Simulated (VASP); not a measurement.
Crystal: Al2H3Cl3.

```
Al H Cl
1.0
     7.18465    0.00000    0.00000
    -3.59233    6.22209    0.00000
     0.00000    0.00000    3.03329
Al H Cl
2 3 3
Direct
  0.33333 0.66667 0.00000
  0.66667 0.33333 0.00000
  0.41893 0.00000 0.50000
  0.58107 0.58107 0.50000
  0.00000 0.41893 0.50000
  0.76327 0.00000 0.00000
  0.23673 0.23673 0.00000
  0.00000 0.76327 0.00000
```

The cell was built by a generator and needn't be a form met in nature.

The cell isn't the ideal one: species swapped into the Ti3In3Rh2 type (P-62m, No. 189).

| Quantity | Value |
| --- | --- |
| Program | VASP 6.6.1 |
| Task | relaxation of cell and atoms |
| Functional | PBE |
| Potentials or basis | VASP PAW PBE potentials, release 64 (Al, H, Cl) |
| Cutoff | 600 eV |
| k mesh | 3 × 3 × 6 |
| Occupations | gaussian, width 0.1 eV |
| Spin | no spin polarisation |

At the start: pressure -9.7 GPa; volume 16.95 Å³/atom.

Task: Where does the relaxation end?

Result: Over 14 steps the energy falls by 366.2 meV/atom and the volume is 14.07 Å³/atom (-17.0 %); space group P-62m (No. 189, to 0.05 Å).

The path:
| step | energy change (eV) | largest force (eV/Å) | pressure (GPa) | volume (Å³) |
| --- | --- | --- | --- | --- |
| 1 | 0.0000 | 1.3192 | -9.68 | 135.60 |
| 2 | -1.3417 | 1.0668 | -5.78 | 116.44 |
| 3 | -1.8772 | 0.5318 | 2.76 | 101.26 |
| 4 | -2.4523 | 0.1986 | 8.31 | 97.26 |
| 5 | -2.4527 | 0.3109 | 9.04 | 96.90 |
| 6 | -2.8811 | 0.1247 | 1.90 | 107.22 |
| 7 | -2.9073 | 0.3113 | -0.69 | 112.82 |
| 8 | -2.9108 | 0.2693 | -0.13 | 111.44 |
| 9 | -2.9108 | 0.2613 | 0.01 | 111.14 |
| 10 | -2.9209 | 0.1102 | 0.15 | 111.55 |
| 11 | -2.9227 | 0.1220 | 0.28 | 111.83 |
| 12 | -2.9262 | 0.0860 | -0.17 | 112.58 |
| 13 | -2.9268 | 0.0660 | -0.41 | 113.01 |
| 14 | -2.9293 | 0.0293 | -0.15 | 112.56 |

Final structure:
```
Al H Cl
1.0
     6.19724    0.00000    0.00000
    -3.09862    5.36697    0.00000
     0.00000    0.00000    3.38417
Al H Cl
2 3 3
Direct
  0.33333 0.66667 0.00000
  0.66667 0.33333 0.00000
  0.41974 0.00000 0.50000
  0.58026 0.58026 0.50000
  0.00000 0.41974 0.50000
  0.72919 0.00000 0.00000
  0.27081 0.27081 0.00000
  0.00000 0.72919 0.00000
```

Caveat: the volume moved by over 15 % at a fixed basis, so the end points are rough.
